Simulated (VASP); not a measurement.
```yaml
crystal:
  lattice:
    - [1.91711, -5.06603, 0.00000]
    - [1.91711, 5.06603, 0.00000]
    - [0.00000, 0.00000, 3.77808]
  atoms:
    - { symbol: P, position: [0.56400, 0.43600, 0.25000] }
    - { symbol: P, position: [0.43600, 0.56400, 0.75000] }
    - { symbol: W, position: [0.85475, 0.14525, 0.25000] }
    - { symbol: W, position: [0.14525, 0.85475, 0.75000] }
```

The base run (VASP): PBE GGA, plane waves, VASP's PBE PAW potentials (set 64). Settings: 400 eV cut-off, 6×6×5 Γ-centred mesh, Gaussian smearing of 0.050 eV, potentials P W_sv.

One setting is varied; ΔE counts from the most expensive setting. The base run took about 60 core-seconds. The timings are rough (shared machines, no repeats); factors under 2 mean little.

Pressures at a finite cut-off, here 400 eV, hold a Pulay part, which wasn't tested here.

```csv
setting,cost over the base run,electronic steps,ΔE (meV/atom),pressure (GPa)
"KGAMMA = .FALSE., KSPACING = 0.8, KPOINTS file removed",about 1/4,13,23.5,-29.04
"KGAMMA = .TRUE., KSPACING = 0.6, KPOINTS file removed",about 1/4,13,23.5,-29.04
"KGAMMA = .TRUE., KSPACING = 0.4, KPOINTS file removed",within a factor of 2,13,7.1,-28.24
base run,reference,13,4.8,-28.14
"KGAMMA = .TRUE., KSPACING = 0.2, KPOINTS file removed",about 3 times,13,-0.5,-28.35
"KGAMMA = .TRUE., KSPACING = 0.16, KPOINTS file removed",about 5 times,13,0.0,-28.50
```

Left out are runs that failed, have no time on record or changed the cell.

The structure was generated: PW was put into the CrB type (Cmcm), which need not be its known phase. The cell was not relaxed at this level.
